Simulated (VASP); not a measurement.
Level of theory: PBEsol GGA, VASP's PBE PAW potentials (set 64) (plane waves; VASP).

VASP input:

**KPOINTS**
```
K-points
0
gamma
  10 10 10
```

**INCAR**
```
LASPH = .TRUE.   # aspherical one-centre terms
NEDOS = 601
NELM = 100   # most electronic steps
ISPIN = 2   # spin-polarised
PREC = Accurate
LEFG = .TRUE.
LREAL = .FALSE.
EDIFF = 1E-7   # SCF stop (eV)
SYSTEM = Ni3Fe
ENCUT = 520   # plane-wave cut-off (eV)
LORBIT = 11   # lm-projected
MAGMOM = 2.8 3*0.6
ALGO = Normal
LWAVE = .FALSE.
LCHARG = .TRUE.
GGA = PS
LMAXMIX = 4   # l cut-off of mixed one-centre charges
ISMEAR = -5   # tetrahedra, Bloechl
ISIF = 2
```

**POSCAR**
```
Ni3Fe
3.4874250
  1.0000000982   0.0000000000   0.0000000000
  0.0000000000   1.0000000982   0.0000000000
  0.0000000000   0.0000000000   1.0000000982
Fe Ni
1 3
Direct
  0.0000000000   0.0000000000   0.0000000000
  0.0000000000   0.5000000000   0.5000000000
  0.5000000000   0.0000000000   0.5000000000
  0.5000000000   0.5000000000   0.0000000000
```

POTCAR, in this order: Fe Ni (PBE.64 set). Program: vasp_std.

The resulting files:

File OUTCAR:
```
 ion  position               nearest neighbor table
   1  0.000  0.000  0.000-   2 2.47   3 2.47   4 2.47   2 2.47   3 2.47   2 2.47   4 2.47   2 2.47
                             3 2.47   4 2.47   3 2.47   4 2.47
   2  0.000  0.500  0.500-   1 2.47   3 2.47   4 2.47   1 2.47   4 2.47   1 2.47   3 2.47   1 2.47
                             3 2.47   4 2.47   4 2.47   3 2.47
   3  0.500  0.000  0.500-   1 2.47   2 2.47   4 2.47   1 2.47   4 2.47   2 2.47   4 2.47   4 2.47
                             1 2.47   2 2.47   1 2.47   2 2.47
   4  0.500  0.500  0.000-   1 2.47   2 2.47   3 2.47   2 2.47   3 2.47   1 2.47   3 2.47   3 2.47
                             1 2.47   2 2.47   2 2.47   1 2.47
  LATTYP: Found a simple cubic cell.
 ALAT       =     3.4874253423
 Subroutine PRICEL returns:
 Original cell was already a primitive cell.
 Subroutine GETGRP returns: Found 48 space group operations
The static configuration has the point symmetry O_h .
The dynamic configuration has the point symmetry O_h .
The overall configuration has the point symmetry O_h .
 Subroutine INISYM returns: Found 48 space group operations
 Subroutine IBZKPT returns following result:
 Found     56 irreducible k-points:

 Following reciprocal coordinates:
            Coordinates               Weight
  0.000000  0.000000  0.000000      1.000000
  0.100000  0.000000  0.000000      6.000000
...
```

OSZICAR:
```
       N       E                     dE             d eps       ncg     rms          rms(c)
DAV:   1     0.243001429650E+03    0.24300E+03   -0.17329E+04  5704   0.215E+03
DAV:   2    -0.179055913330E+02   -0.26091E+03   -0.25268E+03  5664   0.377E+02
DAV:   3    -0.323056151785E+02   -0.14400E+02   -0.13662E+02  5786   0.122E+02
DAV:   4    -0.325291958821E+02   -0.22358E+00   -0.22238E+00  5958   0.158E+01
DAV:   5    -0.325351939609E+02   -0.59981E-02   -0.59936E-02  8013   0.214E+00    0.229E+01
DAV:   6    -0.288094498254E+02    0.37257E+01   -0.45512E+01  5763   0.103E+02    0.162E+01
DAV:   7    -0.309179125735E+02   -0.21085E+01   -0.16926E+01  6583   0.105E+02    0.240E+01
DAV:   8    -0.276132281627E+02    0.33047E+01   -0.13677E+01  6697   0.559E+01    0.487E+00
DAV:   9    -0.276764332581E+02   -0.63205E-01   -0.55140E-01  6396   0.930E+00    0.309E+00
DAV:  10    -0.276471865345E+02    0.29247E-01   -0.79885E-02  7344   0.724E+00    0.149E+00
DAV:  11    -0.276432573128E+02    0.39292E-02   -0.22218E-02  8667   0.192E+00    0.843E-01
DAV:  12    -0.276440635537E+02   -0.80624E-03   -0.34217E-03  7424   0.132E+00    0.249E-01
DAV:  13    -0.276439030972E+02    0.16046E-03   -0.82458E-04  7386   0.376E-01    0.829E-02
DAV:  14    -0.276438674756E+02    0.35622E-04   -0.94141E-05  7165   0.178E-01    0.498E-02
DAV:  15    -0.276439069476E+02   -0.39472E-04   -0.30392E-05  7662   0.121E-01    0.971E-03
DAV:  16    -0.276439171968E+02   -0.10249E-04   -0.39164E-06  5939   0.217E-02    0.562E-03
DAV:  17    -0.276439147366E+02    0.24601E-05   -0.31413E-07  4985   0.137E-02    0.110E-03
DAV:  18    -0.276439147728E+02   -0.36173E-07   -0.83348E-08  3018   0.385E-03
   1 F= -.27643915E+02 E0= -.27643915E+02  d E =0.000000E+00  mag=     4.6201
```

### OUTCAR
```
------------------------ aborting loop because EDIFF is reached ----------------------------------------
  FORCE on cell =-STRESS in cart. coord.  units (eV):
  Direction    XX          YY          ZZ          XY          YZ          ZX
  --------------------------------------------------------------------------------------
  Total       -0.0145624     -0.0145624     -0.0145624      0.0000000      0.0000000     -0.0000000
  in kB       -0.5500849     -0.5500849     -0.5500849      0.0000000      0.0000000     -0.0000000
  external PRESSURE =      -0.5500849 kB  Pullay stress =       0.0000000 kB
  volume of cell :       42.41
      direct lattice vectors                 reciprocal lattice vectors
     3.487425342  0.000000000  0.000000000     0.286744490  0.000000000  0.000000000
     0.000000000  3.487425342  0.000000000     0.000000000  0.286744490  0.000000000
     0.000000000  0.000000000  3.487425342     0.000000000  0.000000000  0.286744490
 POSITION                                       TOTAL-FORCE (eV/Angst)
 -----------------------------------------------------------------------------------
      0.00000      0.00000      0.00000         0.000000      0.000000      0.000000
      0.00000      1.74371      1.74371         0.000000      0.000000      0.000000
      1.74371      0.00000      1.74371         0.000000      0.000000      0.000000
      1.74371      1.74371      0.00000         0.000000      0.000000      0.000000
 -----------------------------------------------------------------------------------
    total drift:                                0.000000      0.000000      0.000000
  FREE ENERGIE OF THE ION-ELECTRON SYSTEM (eV)
  ---------------------------------------------------
  free  energy   TOTEN  =       -27.6439147728 eV

  energy  without entropy=      -27.6439147728  energy(sigma->0) =      -27.64391477

 total charge

# of ion       s       p       d       tot
------------------------------------------
    1        0.497   0.545   6.152   7.194
    2        0.527   0.558   8.347   9.432
    3        0.527   0.558   8.347   9.432
    4        0.527   0.558   8.347   9.432
--------------------------------------------------
tot          2.076   2.220  31.192  35.488

 magnetization (x)

# of ion       s       p       d       tot
------------------------------------------
    1        0.010   0.001   2.816   2.827
    2       -0.016  -0.042   0.654   0.596
    3       -0.016  -0.042   0.654   0.596
    4       -0.016  -0.042   0.654   0.596
--------------------------------------------------
tot         -0.038  -0.126   4.778   4.614

 Electric field gradients after diagonalization (V/A^2)
 (convention: |V_zz| > |V_xx| > |V_yy|)
----------------------------------------------------------------------
 ion       V_xx      V_yy      V_zz     asymmetry (V_yy - V_xx)/ V_zz
----------------------------------------------------------------------
   1      -0.000     0.000    -0.000      -0.562
   2      -0.917    -0.917     1.834       0.000
   3      -0.917    -0.917     1.834       0.000
   4      -0.917    -0.917     1.834       0.000
```
(Selected blocks of OUTCAR.)

For a metal the tetrahedron method with Blöchl corrections gives inexact stress and forces.

The compound is Ni3Fe in the L1_2 structure. It was relaxed first, which changed the volume by -5 %.
